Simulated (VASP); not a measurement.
Input for VASP

POSCAR:
```
SnO
1
    3.9398977134     0.0000000000     0.0000000000
    0.0000000000     3.9398977134     0.0000000000
    0.0000000000     0.0000000000     5.3057390522
Sn O
2 2
Direct
  0.5000000000   0.0000000000   0.7782695496
  0.0000000000   0.5000000000   0.2217304504
  0.5000000000   0.5000000000   0.0000000000
  1.0000000000   0.0000000000   0.0000000000
```

**KPOINTS**
```
Automatic
0
gamma
  6 6 4
0 0 0
```

INCAR:
```
ALGO = Normal
EDIFF = 1E-7
EDIFFG = -0.01
ENCUT = 520
GGA = RE
IBRION = 2
ISIF = 4
ISMEAR = 0
LASPH = .TRUE.
LCHARG = .FALSE.
LMAXMIX = 4
LREAL = .FALSE.
LWAVE = .FALSE.
NELM = 100
NSW = 30
PREC = Accurate
SIGMA = 0.05
SYSTEM = SnO
```

POTCAR, in this order: Sn_d O (PBE.64 set). Program: vasp_std.

### Question
Write an equivalent input for Quantum ESPRESSO's pw.x.

### Answer
One equivalent input (not run):
```
&CONTROL
  calculation = 'vc-relax'
  pseudo_dir = './pseudo'
  outdir = './out'
  tprnfor = .true.
  tstress = .true.
  nstep = 30
  forc_conv_thr = 0.00039
/
&SYSTEM
  ibrav = 0
  nat = 4
  ntyp = 2
  ecutwfc = 84
  occupations = 'smearing'
  smearing = 'gaussian'
  degauss = 0.003675
  input_dft = 'revpbe'
/
&ELECTRONS
  conv_thr = 7.3e-09
  electron_maxstep = 100
/
&IONS
/
&CELL
  cell_dofree = 'shape'
/
ATOMIC_SPECIES
  Sn 118.710 Sn.upf
  O 15.999 O.upf
CELL_PARAMETERS angstrom
     3.9398977    0.0000000    0.0000000
     0.0000000    3.9398977    0.0000000
     0.0000000    0.0000000    5.3057391
ATOMIC_POSITIONS crystal
  Sn   0.5000000  0.0000000  0.7782695
  Sn   0.0000000  0.5000000  0.2217305
  O    0.5000000  0.5000000  0.0000000
  O    1.0000000  0.0000000  0.0000000
K_POINTS automatic
  6 6 4 0 0 0
```
The two are equivalent in intent, not identical: the potentials are each code's own (VASP's PAW set, PseudoDojo norm-conserving files in pw.x), so ENCUT and ecutwfc are chosen apart and not converted; conv_thr bounds pw.x's estimated SCF error, while EDIFF bounds the energy change between steps; forc_conv_thr acts on force components and is met together with etot_conv_thr.

The compound is SnO in the litharge structure. This cell is one point of a volume scan, at 1.03 of the reference volume. Symmetry was kept, so distortions that lower it aren't found.
